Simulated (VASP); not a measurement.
An input for Ansatz (written as the equivalent of a VASP run, and not itself run):

Ansatz 0.2 input:
```yaml
crystal:
  lattice:
    - [4.3702201, 0.0000000, 0.0000000]
    - [0.0000000, 4.3702201, 0.0000000]
    - [0.0000000, 0.0000000, 2.8377851]
  atoms:
    - { symbol: Mn, position: [1.0000000, 0.0000000, 0.0000000], spin: 3 }
    - { symbol: Mn, position: [0.5000000, 0.5000000, 0.5000000], spin: -3 }
    - { symbol: O, position: [0.3033582, 0.3033582, 1.0000000] }
    - { symbol: O, position: [0.8033582, 0.1966418, 0.5000000] }
    - { symbol: O, position: [0.1966418, 0.8033582, 0.5000000] }
    - { symbol: O, position: [0.6966418, 0.6966418, 0.0000000] }
kpoints:
  mp_grid: { grid: [6, 6, 10] }
hamiltonian:
  xc: pbesol
  pseudopotentials: { kind: paw }
magnetization: { spin_polarized: true }
scf:
  occupations: { method: methfessel_paxton, width: 0.1 }
  max_iter: 100
relax:
  max_steps: 60
  f_tol: 0.02
  cell: {}
output: { forces: true, stress: true, eigenvalues: true }
```

Q: Translate this input to VASP (INCAR, KPOINTS, POSCAR, choice of POTCAR).

A: One answer among several that fit: 
### KPOINTS
```
Automatic mesh
0
Gamma
6 6 10
0 0 0
```

File POSCAR:
```
MnO2
1
    4.3702201015    -0.0000000000     0.0000000000
    0.0000000000     4.3702201015     0.0000000000
    0.0000000000     0.0000000000     2.8377850828
Mn O
2 4
Direct
  1.0000000000   0.0000000000   0.0000000000
  0.5000000000   0.5000000000   0.5000000000
  0.3033582004   0.3033582004   1.0000000000
  0.8033582004   0.1966417996   0.5000000000
  0.1966417996   0.8033582004   0.5000000000
  0.6966417996   0.6966417996   0.0000000000
```

**INCAR**
```
! general
SYSTEM  = MnO2
PREC    = Accurate
ENCUT   = 520   ! plane-wave cut-off (eV)
LREAL   = .FALSE.
LASPH   = .TRUE.   ! aspherical one-centre terms

! electronic loop
EDIFF   = 1E-6
NELM    = 100   ! most electronic steps
ALGO    = Normal   ! blocked Davidson
LMAXMIX = 4

! smearing
ISMEAR  = 1   ! Methfessel-Paxton
SIGMA   = 0.1   ! width (eV)

! functional
GGA     = PS

! spin
ISPIN   = 2
MAGMOM  = 3.0 -3.0 0.0 0.0 0.0 0.0

! ions
IBRION  = 2   ! conjugate gradients
NSW     = 60   ! most ionic steps
ISIF    = 3
EDIFFG  = -0.02

! output
LWAVE   = .FALSE.
LCHARG  = .FALSE.
LORBIT  = 10
```

POTCAR, in this order: Mn_pv O (PBE.64 set). Program: vasp_std.

What does not carry over: each code has its own PAW files, so the cut-off isn't converted (ENCUT is set for VASP's; basis.ecutwfc is left out, and Ansatz then takes the one that its files recommend); Ansatz stops its SCF on the density residual and VASP on the energy change (EDIFF).

The compound is MnO2 in the rutile structure. This run relaxes it. Symmetry was kept, so distortions that lower it aren't found. The start is the result of an earlier pass.
